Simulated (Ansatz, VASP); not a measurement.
# TaN: VASP beside Ansatz

Aim: how closely do two programs agree when they are given the same cell, functional and k mesh? The cell is taken from a series of runs on this material, whose earlier steps may have relaxed, scaled, displaced or heated it; both programs get it as it stands.

Method: plane waves, with VASP 6.6.1 beside it; PBEsol, in Ansatz 0.2.0.

### 1. The structure

It takes space group P6/mmm (No. 191, hexagonal). Conventional cell: a = 5.069 Å, b = 5.069 Å, c = 2.877 Å, α = 90.00°, β = 90.00°, γ = 120.00°. Nearest to N lie 6 Ta at 2.05 to 2.53 Å. Nearest to Ta lie 6 N at 2.53 Å. Ta has 6 N at 2.05 Å nearest. Farther neighbours and most contacts between anions are not listed.

### 2. Ansatz: zone-centre phonons, PBEsol

Ansatz runs on its PAW soft_1 files.

Second derivatives magnify differences that forces hide, and they need a tight electronic threshold.

Contents of input.yaml:

```yaml
crystal:
  lattice:
    - [5.068534551, 0.0, 0.0]
    - [-2.5342672755, 4.3894796812, 0.0]
    - [0.0, 0.0, 2.8769607]
  atoms:
    - { symbol: "N", position: [0.5, 0.0, 0.0] }
    - { symbol: "N", position: [0.5, 0.5, 0.0] }
    - { symbol: "N", position: [0.0, 0.5, 0.0] }
    - { symbol: Ta, position: [0.0, 0.0, 0.0] }
    - { symbol: Ta, position: [0.3333333333, 0.6666666667, 0.5] }
    - { symbol: Ta, position: [0.6666666667, 0.3333333333, 0.5] }
kpoints:
  mp_grid: { grid: [9, 9, 12] }
hamiltonian:
  xc: pbesol
  pseudopotentials: { kind: paw, azcp: { folder: soft_1 }, xc_functional: pbe }
scf:
  occupations: { method: methfessel_paxton, width: 0.2 }
output:
  eigenvalues: true
phonons:
  method: dfpt
```

Run with:

```sh
$ ansatz run input.yaml --threads 8 --pin off --max-ram 16384MiB --backend cpu --events-out ev --progress --plain --runs-dir out
```

Numbers of over 12 decimals in the logs are rounded to 6 here.

What it wrote:

```text
zone centre: on kpoints.mp_grid the ground state, and the responses unless they are solved on pairs of k-points, stand on 175 of the mesh's 972 k-points, reduced under 4 symmetry operations, with k and −k counted as one. Each operation leaves every solved displacement unchanged or reverses it
Engine: ansatz 0.2.0, aarch64-unknown-linux-gnu
Pseudopotentials: kind: paw
Pseudopotential: N, paw, valence charge 5, recommended cutoff 420 eV (normal), soft_1/N.paw.azcp
Pseudopotential: Ta, paw, valence charge 13, recommended cutoff 420 eV (normal), soft_1/Ta.paw.azcp
Functional definition: PBEsol
  exchange = pbesol_x
  correlation = pbesol_c
Crystal: 6 atoms, lattice volume = 64.007 Å³
Basis set: ecut = 420 eV, 1263 PW (Γ), exchange–correlation on 72×72×40 points (8 copies of the dense FFT grid, shifted against one another)
Bands: 33, of which v1, the nominal top of the filled ones, is band 27 counted from 1 (26 counted from 0)
Symmetry: 24 space group operations
k-points: 175 of 972 (irreducible under 4 space group operations, time reversal used)
Non-local potential: N, projectors of the file, l = 0: 2, l = 1: 2, l = 2: 1
Non-local potential: Ta, projectors of the file, l = 0: 3, l = 1: 2, l = 2: 2, l = 3: 1
PAW form: soft (Blöchl's): semilocal exchange-correlation on the pseudo side does not see the compensation charge
PAW frozen core: N, regenerated for the run's functional, and the local potential with it (the file was generated under x = pbe(κ = 0.804, μ = 0.219515), c = pbe(β = 0.066725))
PAW frozen core: Ta, regenerated for the run's functional, and the local potential with it (the file was generated under x = pbe(κ = 0.804, μ = 0.219515), c = pbe(β = 0.066725))
PAW one-centre angular grid: N, 110 points (default); XC on 64 Gauss nodes
PAW one-centre angular grid: Ta, 590 points (default); XC on 64 Gauss nodes
Initial density: superposition of atomic densities (chi_scale 0.1, normalization cell, long waves kept (reshape's long-wave potential 0.02 eV rms))
Initial wavefunctions: pseudopotential atomic-orbital guess
Functional: x = pbesol(κ = 0.804, μ = 0.123457), c = pbesol(β = 0.046)
SCF iter   1: F=—  HF=-30563.800917 eV  |F-HF|=—  |Δ(HF+E_count)|=         —  Δρ=7.70e-2  dr2=4.01e0  ethr=3.10e-3  ⟨swp⟩=4.7  Hψ=22502  notcnv=0
preconditioner: auto → Kerker (q_TF=auto, 2.652 Å⁻¹)  [metal: Δε(μ)=0.018 eV  Ē_g=10.024 eV  σ=0.200 eV  W_gap=0.08  n_scr=26 (ndim 8)  ℏωp=25.4 eV  f_vac=0.000  D(μ)=1.21/eV (n_scr^D=6)]
SCF iter   2: F=—  HF=-30562.965875 eV  |F-HF|=—  |Δ(HF+E_count)|=   8.35e-1  S|Δr|=    0.00e0  Δρ=3.63e-2  dr2=7.47e-1  ethr=3.10e-3  ⟨swp⟩=2.0  Hψ=10456  notcnv=0  defer=211
SCF iter   3: F=—  HF=-30562.807912 eV  |F-HF|=—  |Δ(HF+E_count)|=   1.58e-1  S|Δr|=    0.00e0  Δρ=1.29e-2  dr2=9.59e-2  ethr=1.38e-3  ⟨swp⟩=2.0  Hψ=6329  notcnv=0  defer=211
SCF iter   4: F=—  HF=-30562.780460 eV  |F-HF|=—  |Δ(HF+E_count)|=   2.75e-2  S|Δr|=    0.00e0  Δρ=2.42e-3  dr2=5.54e-3  ethr=1.78e-4  ⟨swp⟩=2.0  Hψ=9328  notcnv=0  defer=170
SCF iter   5: F=—  HF=-30562.778940 eV  |F-HF|=—  |Δ(HF+E_count)|=   1.52e-3  S|Δr|=    0.00e0  Δρ=8.22e-4  dr2=3.68e-4  ethr=1.03e-5  ⟨swp⟩=2.0  Hψ=6537  notcnv=0  defer=170
SCF iter   6: F=—  HF=-30562.778828 eV  |F-HF|=—  |Δ(HF+E_count)|=   1.12e-4  S|Δr|=    0.00e0  Δρ=1.09e-4  dr2=9.12e-6  ethr=6.82e-7  ⟨swp⟩=2.3  Hψ=8014  notcnv=0  defer=170
SCF iter   7: F=—  HF=-30562.778826 eV  |F-HF|=—  |Δ(HF+E_count)|=   1.82e-6  S|Δr|=    0.00e0  Δρ=1.91e-5  dr2=1.86e-7  ethr=1.69e-8  ⟨swp⟩=2.0  Hψ=7671  notcnv=0  defer=170
SCF iter   8: F=—  HF=-30562.778826 eV  |F-HF|=—  |Δ(HF+E_count)|=   5.82e-7  S|Δr|=    0.00e0  Δρ=3.55e-6  dr2=8.19e-9  ethr=3.45e-10  ⟨swp⟩=2.0  Hψ=8275  notcnv=0  defer=170
SCF iter   9: F=—  HF=-30562.778826 eV  |F-HF|=—  |Δ(HF+E_count)|=   1.50e-9  S|Δr|=    0.00e0  Δρ=4.64e-7  dr2=1.18e-10  ethr=1.52e-11  ⟨swp⟩=2.0  Hψ=8189  notcnv=0  defer=170
SCF iter  10: F=-30562.778826 eV  HF=-30562.778826 eV  |F-HF|=0.00e0  |Δ(HF+E_count)|=  7.28e-12  S|Δr|=    0.00e0  Δρ=6.97e-8  dr2=1.74e-12  ethr=1.00e-12  ⟨swp⟩=10.6  Hψ=29574  notcnv=0
SCF 1 converged in 10 iterations: F = -30562.778826 eV  dr2 = 1.74e-12
  greatest PAW one-centre occupation: 0.999 electrons in one spin orbital (limit 2), on the Ta atom at site 5 (counted from 0), in its partial waves of l = 0
DFPT response loops at Γ: preconditioner auto → Kerker (q_TF=auto, 2.652 Å⁻¹) (partly filled bands, converged f_vac=0.000); β = 1.00, the filter's whole step (`scf.mixing.beta` (0.50) is not read by the response loops under this deck's `scf.mixing.preconditioner`; to damp them name `kerker` or `kerker_dos`, under which they read `scf.mixing.beta`, and type it under 1.00, their step now; both keys bind the ground state too); Broyden in place of MSR1
SCF converged after 10 iterations
Stability not checked: this state was not tested for a lower state beside it, because cold or Methfessel-Paxton smearing, or corrected tetrahedra, fill the levels in a way that the test cannot read (fill_not_monotonic; see scf.lower_state_search)
Free energy (F): -30562.778826 eV
Harris-Foulkes:  -30562.778826 eV  (|F-HF|=0.00e0)
Internal energy: -30562.780852 eV  (E = F + TS)
E sigma→0 (E₀):  -30562.779333 eV
Entropy (-TS):   0.002026 eV (0.338 meV/atom)
Fermi energy:    20.666785 eV
--- Per-component energies (eV) ---
  E_band       = -162.102741
  E_kinetic    = 1582.283733
  E_local      = -1907.067898  (includes V_loc(G=0)·N_el)
  E_nonlocal   = 81.991028
  E_hartree    = 695.983976
  E_xc         = -1139.435138
  E_vxc        = -933.659231  (∫ρ·V_xc dr)
  E_paw        = -24915.589563  (= ΣΔE_a)
  E_vpaw       = -377.621277  (= ΣTr[D̂ρ^β])
  E_aug_tail   = 0.002929  (compensation charges beyond the density's cutoff)
  E_ewald      = -4961.675353
  E_core_change = 0.725435  (= ΣΔE_core)
  E_smearing   = 0.002026  (= −TS)
  E_closure    = 0.000000  (closes the sum)
  Σ components = -30562.778826   (vs F -30562.778826, Δ=0.00e0)
--- Band table (eV; the first three rows and the last of 175) ---
  k-point 0: bands = [... 23 lower, 17.6371, 18.0312, 18.5488, 19.3040, 19.3040, 21.3934, 21.3934, 22.1772, ... 2 higher]
  k-point 1: bands = [... 23 lower, 17.3045, 18.0680, 18.8622, 19.4738, 19.4738, 21.5173, 21.5173, 22.2606, ... 2 higher]
  k-point 2: bands = [... 23 lower, 17.5529, 18.1710, 19.7130, 19.9099, 19.9099, 20.8702, 20.8702, 22.4929, ... 2 higher]
  k-point 174: bands = [... 23 lower, 17.0248, 17.2181, 18.0616, 19.4825, 22.7252, 23.0571, 23.0639, 23.5342, ... 2 higher]
--- Phonons (Γ-DFPT): 7 representative perturbations + reference, on 175 of 972 k-points (Σ response iterations 21) ---
  k mesh reduced under 4 symmetry operations, with k and −k counted as one. Each operation leaves every solved displacement unchanged or reverses it
  ASR residual: 2.781e-5 → 0.000e0 eV/Å²; symmetrization residual: 2.579e-6 eV/Å²
  ASR residual per site (eV/Å²): 2.07e-5 1.35e-5 1.35e-5 2.78e-5 2.19e-5 2.19e-5
  Γ frequencies (cm⁻¹): -591.72 -237.40 -237.40 0.00 0.00 0.00 125.54 186.29 186.29 203.76 253.75 253.75 669.40 676.99 676.99 807.10 807.10 998.96
  non-analytic LO–TO correction: not included (Born effective charges unavailable; polar crystals: no LO–TO splitting at Γ)
```

The column dr2 measures how far the density is from self-consistency, as an energy; F and HF (Harris–Foulkes) agree once it is small.

### 3. VASP: zone-centre phonons, PBEsol

The same cell, functional, mesh and smearing now go to VASP, with its own data sets.

Lines of VASP's logs that name or quote its potential files are left out, and so is its time.

Contents of INCAR:

```
SYSTEM = TaN
PREC = Accurate
ENCUT = 600
EDIFF = 1E-08
NELM = 120
ISMEAR = 1
SIGMA = 0.2
LREAL = .FALSE.
ALGO = Normal
GGA = PS
NBANDS = 30
LASPH = .TRUE.
LORBIT = 11
LWAVE = .FALSE.
LCHARG = .FALSE.
ISIF = 2
IBRION = 8
GGA_COMPAT = .FALSE.
KPAR = 2
```

Contents of POSCAR:

```
TaN
1.0
    5.0685345510      0.0000000000      0.0000000000
   -2.5342672755      4.3894796812      0.0000000000
    0.0000000000      0.0000000000      2.8769607000
N Ta
3 3
Direct
    0.5000000000      0.0000000000      0.0000000000
    0.5000000000      0.5000000000      0.0000000000
    0.0000000000      0.5000000000      0.0000000000
    0.0000000000      0.0000000000      0.0000000000
    0.3333333333      0.6666666667      0.5000000000
    0.6666666667      0.3333333333      0.5000000000
```

Contents of KPOINTS:

```
Automatic mesh
0
Gamma
9 9 12
0 0 0
```

PAW data sets: N and Ta_pv (PBE family, release 64).

Run with:

```sh
$ mpirun -np 2 vasp_std
```

What it wrote:

```text
[banner, memory and clock lines left out]
running    2 mpi-ranks, on    1 nodes
 distrk:  each k-point on    1 cores,    2 groups
 distr:  one band on    1 cores,    1 groups

 POSCAR found type information on POSCAR N Ta
 POSCAR found :  2 types and       6 ions
|                                                                             |
|               ----> ADVICE to this user running VASP <----                  |
|                                                                             |
|     You enforced a specific xc type in the INCAR file but a different       |
|     [... a line on the potential file left out ...]
|     I HOPE YOU KNOW WHAT YOU ARE DOING!                                     |
|                                                                             |

 LDA part: xc-table for (Slater+PW92), standard interpolation
 POSCAR, INCAR and KPOINTS ok, starting setup
 FFT: planning ... GRIDC
 FFT: planning ... GRID_SOFT
 FFT: planning ... GRID
 WAVECAR not read
 entering main loop
       N       E                     dE             d eps       ncg     rms          rms(c)
DAV:   1     0.488755220364E+03    0.48876E+03   -0.28835E+04  5048   0.189E+03
DAV:   2    -0.430652193956E+02   -0.53182E+03   -0.51205E+03  5708   0.525E+02
DAV:   3    -0.776540924018E+02   -0.34589E+02   -0.33746E+02  6240   0.126E+02
DAV:   4    -0.783957441885E+02   -0.74165E+00   -0.73338E+00  6244   0.174E+01
DAV:   5    -0.784118445447E+02   -0.16100E-01   -0.16069E-01  6238   0.208E+00    0.517E+01
DAV:   6    -0.689075192417E+02    0.95043E+01   -0.50521E+01  6448   0.425E+01    0.229E+01
DAV:   7    -0.685965943037E+02    0.31092E+00   -0.46277E+00  6484   0.156E+01    0.124E+01
DAV:   8    -0.684488818054E+02    0.14771E+00   -0.81691E-01  6386   0.553E+00    0.348E+00
DAV:   9    -0.684298957380E+02    0.18986E-01   -0.80234E-02  6500   0.244E+00    0.442E-01
DAV:  10    -0.684291754563E+02    0.72028E-03   -0.18861E-02  6410   0.848E-01    0.189E-01
DAV:  11    -0.684285996780E+02    0.57578E-03   -0.46040E-03  6364   0.466E-01    0.458E-02
DAV:  12    -0.684285873305E+02    0.12347E-04   -0.18472E-04  6344   0.105E-01    0.171E-02
DAV:  13    -0.684285869106E+02    0.41988E-06   -0.86474E-06  6290   0.207E-02    0.554E-03
DAV:  14    -0.684285869893E+02   -0.78719E-07   -0.11591E-06  6824   0.766E-03    0.227E-03
DAV:  15    -0.684285869110E+02    0.78367E-07   -0.22590E-07  6622   0.355E-03    0.219E-04
DAV:  16    -0.684285869148E+02   -0.38535E-08   -0.11414E-08  3966   0.786E-04
   1 F= -.68428587E+02 E0= -.68429306E+02  d E =0.215833E-02
 Linear response reoptimize wavefunctions to high precision
DAV:   1    -0.684285869118E+02    0.30486E-08   -0.22589E-09  4046   0.364E-04
DAV:   2    -0.684285869119E+02   -0.96406E-10   -0.52701E-10  3900   0.157E-04
 Linear response DOF=           7
 Linear response progress:
  Degree of freedom:   1/  7
       N       E                     dE             d eps       ncg     rms          rms(c)
RMM:   1    -0.243197898349E+00   -0.24320E+00    0.14435E-01 21691   0.216E+00
RMM:   2    -0.240896534063E+00    0.23014E-02   -0.10906E-02 17984   0.426E-01    0.155E-01
RMM:   3    -0.241873999708E+00   -0.97747E-03   -0.23744E-03 17206   0.175E-01    0.774E-02
RMM:   4    -0.242968731275E+00   -0.10947E-02   -0.58367E-04 18057   0.961E-02    0.231E-02
RMM:   5    -0.243174083085E+00   -0.20535E-03   -0.78359E-05 18797   0.330E-02    0.777E-03
RMM:   6    -0.243184236841E+00   -0.10154E-04   -0.75785E-06 18619   0.104E-02    0.164E-03
RMM:   7    -0.243170323467E+00    0.13913E-04   -0.51130E-07 19458   0.342E-03    0.795E-04
RMM:   8    -0.243171851115E+00   -0.15276E-05   -0.23574E-07 19723   0.121E-03    0.169E-04
RMM:   9    -0.243171539372E+00    0.31174E-06   -0.83876E-08 19341   0.533E-04    0.401E-05
RMM:  10    -0.243171386590E+00    0.15278E-06   -0.26811E-08 21266   0.236E-04    0.347E-05
RMM:  11    -0.243171341231E+00    0.45359E-07   -0.35310E-08 19570   0.153E-04    0.122E-05
RMM:  12    -0.243171437877E+00   -0.96646E-07   -0.23574E-08 20343   0.119E-04    0.708E-06
RMM:  13    -0.243171424269E+00    0.13608E-07   -0.19939E-09 22170   0.108E-04    0.266E-06
RMM:  14    -0.243171422399E+00    0.18699E-08   -0.25153E-08 20620   0.105E-04    0.504E-07
 first order change of Fermi-energy   0.68374E-04
 force on displaced ion       1 direction 1 :   6.986   0.000   0.000
 Linear response progress:
  Degree of freedom:   2/  7
       N       E                     dE             d eps       ncg     rms          rms(c)
RMM:   1    -0.258325986605E+00   -0.25833E+00    0.15631E-01 22284   0.254E+00
RMM:   2    -0.249551650198E+00    0.87743E-02   -0.18599E-02 17410   0.546E-01    0.531E-01
RMM:   3    -0.250477251096E+00   -0.92560E-03   -0.41915E-03 18694   0.259E-01    0.339E-01
[...]
RMM:   6    -0.237254712178E+00    0.43214E-04   -0.99590E-06 19506   0.116E-02    0.216E-03
RMM:   7    -0.237248718473E+00    0.59937E-05   -0.17837E-06 19839   0.391E-03    0.833E-04
RMM:   8    -0.237251352316E+00   -0.26338E-05   -0.12569E-07 20665   0.106E-03    0.320E-04
RMM:   9    -0.237251854457E+00   -0.50214E-06    0.33337E-08 18868   0.497E-04    0.697E-05
RMM:  10    -0.237251853952E+00    0.50431E-09   -0.26145E-09 19959   0.219E-04    0.286E-05
 first order change of Fermi-energy  -0.22293E-03
[...]
first order change of Fermi-energy  -0.52456E-03
 force on displaced ion       4 direction 1 :  -0.270  -0.000   0.000
 Linear response progress:
  Degree of freedom:   5/  7
       N       E                     dE             d eps       ncg     rms          rms(c)
RMM:   1    -0.109996459005E+00   -0.11000E+00    0.15242E+01  5979   0.164E+01
RMM:   2    -0.139228350336E+00   -0.29232E-01   -0.33469E-02  7756   0.914E-01    0.153E-01
RMM:   3    -0.137396102735E+00    0.18322E-02   -0.58174E-03  8317   0.261E-01    0.634E-02
RMM:   4    -0.136249321796E+00    0.11468E-02   -0.10505E-03  8932   0.119E-01    0.285E-02
RMM:   5    -0.135759230690E+00    0.49009E-03   -0.97480E-05  9838   0.348E-02    0.303E-03
RMM:   6    -0.135797133442E+00   -0.37903E-04   -0.11421E-05  9081   0.921E-03    0.125E-03
RMM:   7    -0.135797577572E+00   -0.44413E-06   -0.27364E-06  9660   0.311E-03    0.391E-04
RMM:   8    -0.135802119019E+00   -0.45414E-05   -0.14868E-06  9909   0.114E-03    0.125E-04
RMM:   9    -0.135803135768E+00   -0.10167E-05   -0.93600E-07 10016   0.575E-04    0.548E-05
RMM:  10    -0.135803590790E+00   -0.45502E-06   -0.49561E-07  9749   0.385E-04    0.244E-05
RMM:  11    -0.135803399649E+00    0.19114E-06   -0.30445E-07  9951   0.274E-04    0.149E-05
RMM:  12    -0.135803500143E+00   -0.10049E-06   -0.16295E-07 10406   0.217E-04    0.987E-06
RMM:  13    -0.135803427059E+00    0.73084E-07   -0.12703E-07 10223   0.189E-04    0.153E-05
RMM:  14    -0.135803599744E+00   -0.17268E-06   -0.82447E-08  9930   0.175E-04    0.579E-06
RMM:  15    -0.135803655393E+00   -0.55649E-07   -0.67683E-08 10963   0.159E-04    0.412E-06
RMM:  16    -0.135803653158E+00    0.22353E-08   -0.48265E-08 10084   0.149E-04    0.523E-06
 first order change of Fermi-energy   0.11811E-02
 force on displaced ion       4 direction 3 :   0.000  -0.000  -8.042
 Linear response progress:
  Degree of freedom:   6/  7
       N       E                     dE             d eps       ncg     rms          rms(c)
RMM:   1    -0.179997347303E+00   -0.18000E+00    0.10453E+01 17787   0.203E+01
RMM:   2    -0.208865900815E+00   -0.28869E-01   -0.53589E-02 28554   0.142E+00    0.229E-01
RMM:   3    -0.208478558694E+00    0.38734E-03   -0.79276E-03 30575   0.356E-01    0.123E-01
RMM:   4    -0.207989590008E+00    0.48897E-03   -0.10652E-03 35481   0.129E-01    0.481E-02
RMM:   5    -0.207789252946E+00    0.20034E-03   -0.17892E-04 36463   0.409E-02    0.163E-02
RMM:   6    -0.207737860480E+00    0.51392E-04   -0.92755E-05 35073   0.156E-02    0.485E-03
RMM:   7    -0.207731376424E+00    0.64841E-05   -0.78628E-05 35270   0.781E-03    0.167E-03
RMM:   8    -0.207727001527E+00    0.43749E-05   -0.23144E-05 34966   0.390E-03    0.890E-04
RMM:   9    -0.207728866073E+00   -0.18645E-05   -0.16306E-05 35934   0.155E-03    0.427E-04
RMM:  10    -0.207729460296E+00   -0.59422E-06   -0.75962E-06 35038   0.112E-03    0.180E-04
RMM:  11    -0.207729970397E+00   -0.51010E-06   -0.55742E-06 36133   0.579E-04    0.480E-05
RMM:  12    -0.207730072189E+00   -0.10179E-06   -0.23439E-06 36021   0.384E-04    0.254E-05
RMM:  13    -0.207730373969E+00   -0.30178E-06   -0.20910E-06 37863   0.281E-04    0.139E-05
RMM:  14    -0.207730317292E+00    0.56676E-07   -0.90751E-07 38048   0.232E-04    0.793E-06
[...]
RMM:  25    -0.207730523481E+00    0.10030E-07    0.40413E-07 42018   0.171E-04    0.100E-06
RMM:  26    -0.207730533550E+00   -0.10069E-07    0.24442E-07 42881   0.170E-04    0.626E-07
RMM:  27    -0.207730533716E+00   -0.16527E-09    0.25874E-07 41273   0.170E-04    0.393E-07
RMM:  28    -0.207730552635E+00   -0.18920E-07    0.56220E-08 41517   0.170E-04    0.332E-07
RMM:  29    -0.207730538140E+00    0.14496E-07    0.20622E-07 41144   0.170E-04    0.256E-07
RMM:  30    -0.207730564277E+00   -0.26137E-07   -0.51578E-08 41409   0.170E-04    0.310E-07
RMM:  31    -0.207730545132E+00    0.19145E-07    0.14327E-07 41388   0.169E-04    0.239E-07
RMM:  32    -0.207730566727E+00   -0.21595E-07   -0.92949E-08 41748   0.169E-04    0.284E-07
 first order change of Fermi-energy  -0.27351E-04
 force on displaced ion       5 direction 1 : -33.199  -0.003   0.000
 Linear response progress:
  Degree of freedom:   7/  7
       N       E                     dE             d eps       ncg     rms          rms(c)
RMM:   1    -0.142573967221E+00   -0.14257E+00    0.10250E+01  7608   0.193E+01
RMM:   2    -0.168687013049E+00   -0.26113E-01   -0.45902E-02 11852   0.130E+00    0.154E-01
RMM:   3    -0.168239547122E+00    0.44747E-03   -0.78001E-03 13163   0.338E-01    0.807E-02
RMM:   4    -0.167655947251E+00    0.58360E-03   -0.76435E-04 14576   0.127E-01    0.259E-02
RMM:   5    -0.167483473925E+00    0.17247E-03   -0.77819E-05 14904   0.336E-02    0.766E-03
RMM:   6    -0.167432078833E+00    0.51395E-04   -0.23725E-05 14070   0.113E-02    0.144E-03
RMM:   7    -0.167429687912E+00    0.23909E-05   -0.10840E-05 14498   0.435E-03    0.525E-04
RMM:   8    -0.167430252395E+00   -0.56448E-06   -0.11175E-05 14499   0.197E-03    0.170E-04
RMM:   9    -0.167431223479E+00   -0.97108E-06   -0.67589E-06 15078   0.106E-03    0.781E-05
RMM:  10    -0.167431827734E+00   -0.60425E-06   -0.43032E-06 13775   0.687E-04    0.258E-05
RMM:  11    -0.167432133451E+00   -0.30572E-06   -0.26526E-06 14609   0.472E-04    0.128E-05
RMM:  12    -0.167432214507E+00   -0.81056E-07   -0.18763E-06 15572   0.338E-04    0.638E-06
RMM:  13    -0.167432288405E+00   -0.73898E-07   -0.11723E-06 15086   0.275E-04    0.305E-06
RMM:  14    -0.167432345292E+00   -0.56887E-07   -0.89120E-07 15303   0.236E-04    0.223E-06
RMM:  15    -0.167432334361E+00    0.10930E-07   -0.59713E-07 15460   0.211E-04    0.217E-06
RMM:  16    -0.167432386221E+00   -0.51859E-07   -0.45546E-07 15422   0.198E-04    0.111E-06
RMM:  17    -0.167432353038E+00    0.33183E-07   -0.31500E-07 15576   0.188E-04    0.262E-06
RMM:  18    -0.167432365528E+00   -0.12491E-07   -0.25081E-07 16090   0.181E-04    0.208E-06
RMM:  19    -0.167432350737E+00    0.14791E-07   -0.17957E-07 15993   0.177E-04    0.372E-06
RMM:  20    -0.167432368515E+00   -0.17778E-07   -0.13919E-07 16302   0.175E-04    0.253E-06
RMM:  21    -0.167432380309E+00   -0.11794E-07   -0.10303E-07 16536   0.173E-04    0.194E-06
RMM:  22    -0.167432387581E+00   -0.72717E-08   -0.81180E-08 16691   0.172E-04    0.139E-06
 first order change of Fermi-energy  -0.28824E-03
 force on displaced ion       5 direction 3 :   0.000   0.000 -28.128
 Linear response finished
```

(Continued in part 2 of 2.)

[Lines on the potential files, build, host, timing and source positions are cut from VASP's logs without a mark.]

[Logs are printed without paths, hosts, clocks, repeated set-up lines and the standing remarks that a program may print on its own settings, such as how far it seeks lower states.]

[Hosts, paths, dates, database ids (printed as entryN), source tags and the programs' standing remarks are cut or masked in the printed files.]
